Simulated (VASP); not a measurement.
Input for VASP

**KPOINTS**
```
Automatic mesh
0
Gamma
13 13 11
0 0 0
```

File POSCAR:
```
WC
2.89680
  0.5123239437  -0.8873712372   0.0000000000
  0.5123239437   0.8873712372   0.0000000000
  0.0000000000   0.0000000000   1.0000000000
W C
1 1
Cart
  0.0000000000   0.0000000000   0.0000000000
  0.5123239437   0.2957910040   0.5000000000
```

**INCAR**
```
ALGO = Normal
EDIFF = 1E-6
ENCUT = 520
GGA = PE
ISIF = 2
ISMEAR = 1
LASPH = T
LCHARG = F
LDAU = T
LDAUJ = 0 0
LDAUL = 2 -1
LDAUPRINT = 1
LDAUTYPE = 2
LDAUU = 5.0 0
LMAXMIX = 6
LORBIT = 10
LREAL = F
LWAVE = F
NELM = 100
PREC = Accurate
SIGMA = 0.1
SYSTEM = WC
```

POTCAR, in this order: W_sv C (PBE.64 set). Program: vasp_std.

Problem. Write an equivalent input for Ansatz.

Solution. One equivalent input (not run):
Ansatz 0.2 input:
```yaml
crystal:
  lattice:
    - [1.4841000, -2.5705370, 0.0000000]
    - [1.4841000, 2.5705370, 0.0000000]
    - [0.0000000, 0.0000000, 2.8968000]
  atoms:
    - { symbol: W, position: [0.0000000, 0.0000000, 0.0000000] }
    - { symbol: C, position: [0.3333330, 0.6666670, 0.5000000] }
kpoints:
  mp_grid: { grid: [13, 13, 11] }
hamiltonian:
  xc: pbe
  pseudopotentials: { kind: paw }
  hubbard:
    sites:
      - { species: W, l: d, u_eff: 5 }
scf:
  occupations: { method: methfessel_paxton, width: 0.1 }
  max_iter: 100
output: { forces: true, stress: true, eigenvalues: true }
```
Limits of the translation: each code has its own PAW files, so the cut-off isn't converted (ENCUT is set for VASP's; basis.ecutwfc is left out, and Ansatz then takes the one that its files recommend); Ansatz stops its SCF on the density residual and VASP on the energy change (EDIFF); the +U projectors differ, so the same U acts differently.

The compound is WC in the wc structure. The cell was not relaxed at this level. The run is one of a series of settings (LDAU = .TRUE., LDAUJ = 0 0, LDAUL = 2 -1, LDAUTYPE = 2, LDAUU = 5.0 0 against the base run), some of them coarse on purpose.
